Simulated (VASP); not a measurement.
PbSe (space group Cmcm): computed properties

Level of theory: LDA (Ceperley-Alder, Perdew-Zunger), VASP's LDA PAW potentials (set 64) (plane waves; VASP 6.6.1).

```json
{
  "space_group": "Cmcm (63)",
  "cell": "a = 4.203 Å, b = 11.663 Å, c = 4.365 Å, α = β = γ = 90.00°",
  "volume_per_atom": "26.75 Å³/atom",
  "band gap (over mesh and band path)": "0.60 eV",
  "smallest direct gap (over mesh and band path)": "0.60 eV",
  "band_edge_character": "direct, Σ0-Γ at 0.29 to Σ0-Γ at 0.29",
  "density": "8.88 g/cm³"
}
```

Space group Cmcm (No. 63); a = 4.2025 Å, b = 11.6628 Å, c = 4.3654 Å, α = 90.00°, β = 90.00°, γ = 90.00°

| atom | site | symmetry | x | y | z |
|---|---|---|---|---|---|
| Pb | 4c | m2m | 0.0000 | 0.6254 | 0.2500 |
| Se | 4c | m2m | 0.0000 | 0.1345 | 0.7500 |
(The calculation used a cell of 4 atoms; values per cell refer to that cell.)

Unless said otherwise, spin-orbit coupling is left out, though it shifts the bands of the heavy elements here.

The structure comes from a computed database's PbSe entry (Cmcm); how it stands against other phases isn't given here. It was relaxed first, which changed the volume by -9 %. Symmetry was kept, so distortions that lower it aren't found.
